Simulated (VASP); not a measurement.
The input files of a VASP run:

### INCAR
```
SYSTEM = Sc3TlB
PREC = Accurate
ALGO = Normal   ! blocked Davidson
LWAVE = .FALSE.
ISIF = 2
LMAXMIX = 4
LCHARG = .FALSE.
SIGMA = 0.1
EDIFF = 1E-6   ! SCF stop (eV)
LASPH = .TRUE.   ! aspherical one-centre terms
ISMEAR = 0
NELM = 100
ENCUT = 400   ! plane-wave cut-off (eV)
LREAL = .FALSE.
```

KPOINTS:
```
Automatic
0
gamma
  5 5 5
```

### POSCAR
```
Sc3TlB
1
    4.4097120000     0.0000000000     0.0000000000
    0.0000000000     4.4097120000     0.0000000000
    0.0000000000     0.0000000000     4.4097120000
Tl Sc B
1 3 1
Direct
  0.0000000000   0.0000000000   0.0000000000
  0.0000000000   0.5000000000   0.5000000000
  0.5000000000   0.0000000000   0.5000000000
  0.5000000000   0.5000000000   0.0000000000
  0.5000000000   0.5000000000   0.5000000000
```

POTCAR, in this order: Tl_d Sc_sv B (LDA.64 set). Program: vasp_std.

**Question.** Translate this LDA calculation to Ansatz.

**Answer.** One equivalent input (not run):
Ansatz 0.2 input:
```yaml
crystal:
  lattice:
    - [4.4097120, 0.0000000, 0.0000000]
    - [0.0000000, 4.4097120, 0.0000000]
    - [0.0000000, 0.0000000, 4.4097120]
  atoms:
    - { symbol: Tl, position: [0.0000000, 0.0000000, 0.0000000] }
    - { symbol: Sc, position: [0.0000000, 0.5000000, 0.5000000] }
    - { symbol: Sc, position: [0.5000000, 0.0000000, 0.5000000] }
    - { symbol: Sc, position: [0.5000000, 0.5000000, 0.0000000] }
    - { symbol: B, position: [0.5000000, 0.5000000, 0.5000000] }
kpoints:
  mp_grid: { grid: [5, 5, 5] }
hamiltonian:
  xc: lda
  pseudopotentials: { kind: paw }
scf:
  occupations: { method: gaussian, width: 0.1 }
  max_iter: 100
output: { forces: true, stress: true, eigenvalues: true }
```
The two are equivalent in intent, not identical: each code has its own PAW files, so the cut-off isn't converted (ENCUT is set for VASP's; basis.ecutwfc is left out, and Ansatz then takes the one that its files recommend); Ansatz stops its SCF on the density residual and VASP on the energy change (EDIFF); Ansatz's lda is the Perdew-Wang form, while the LDA potentials of VASP carry Perdew-Zunger's.

The structure comes from a measured Sc3TlB entry of the Crystallography Open Database, whose conditions weren't checked. The cell was not relaxed at this level.
